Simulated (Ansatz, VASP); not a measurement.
# Two plane-wave programs on GaW

The input INCAR:

```
  ALGO = Normal
  EDIFF = 1E-7
  ENCUT = 520
  GGA = PE
  ISIF = 2
  ISMEAR = 0
  LASPH = T
  LCHARG = F
  LREAL = F
  LWAVE = F
  NBANDS = 35
  NELM = 80
  PREC = Accurate
  SIGMA = 0.1
```

The input KPOINTS:

```
k-points
0
Gamma
  4 6 4
```

File POSCAR:

```
GaW
1.0
    4.6379562895      0.0000000000      0.0000000000
    0.0000000000      3.0692357798      0.0000000000
    0.0000000000      0.0000000000      4.7353923460
Ga W
2 2
Direct
    0.7500000000      0.0000000000      0.6870000000
    0.2500000000      0.0000000000      0.3130000000
    0.7500000000      0.5000000000      0.1880000000
    0.2500000000      0.5000000000      0.8120000000
```

Input for Ansatz:

```yaml
crystal:
  lattice:
    - [4.6379562895, 0.0, 0.0]
    - [0.0, 3.0692357798, 0.0]
    - [0.0, 0.0, 4.735392346]
  atoms:
    - { symbol: Ga, position: [0.75, 0.0, 0.687] }
    - { symbol: Ga, position: [0.25, 0.0, 0.313] }
    - { symbol: W, position: [0.75, 0.5, 0.188] }
    - { symbol: W, position: [0.25, 0.5, 0.812] }
basis:
  ecutwfc: 420
kpoints:
  mp_grid: { grid: [4, 6, 4] }
hamiltonian:
  xc: pbe
scf:
  occupations: { method: gaussian, width: 0.1 }
  lower_state_search: "off"
output:
  forces: true
  stress: true
  eigenvalues: true
```

Alike in both runs: task single point; functional PBE; k mesh 4 × 6 × 4; occupations gaussian, width 0.1 eV; no spin polarisation.

```csv
,VASP,Ansatz
version,VASP 6.6.1,Ansatz 0.2.0
potentials or method,"VASP PAW PBE potentials, release 64 (Ga_d, W_sv)","scalar-relativistic, plane waves, PAW"
plane-wave cutoff (eV),520,420
valence electrons in the cell,54,54
```

|  | VASP | Ansatz | Ansatz less VASP |
| --- | --- | --- | --- |
| gap on the k mesh at the Fermi level (eV) | none | none | - |
| pressure (GPa) | -14.5 | -14.7 | -0.24 |
| largest component of the traceless stress (GPa) | 2.15 | 2.10 | -0.051 |
| rms of the force components (eV/Å) | 0.528 | 0.528 | +0.0001 |

Atom by atom the forces differ by 0.001 eV/Å (rms over components). A gap of «none» marks a metal or a gap that the smearing closes.

Caveats: forces of over 1 eV/Å show positions far from the minimum, so gaps and moduli don't describe the material at rest. The runs have no spin-orbit coupling, so splittings on W are missing.
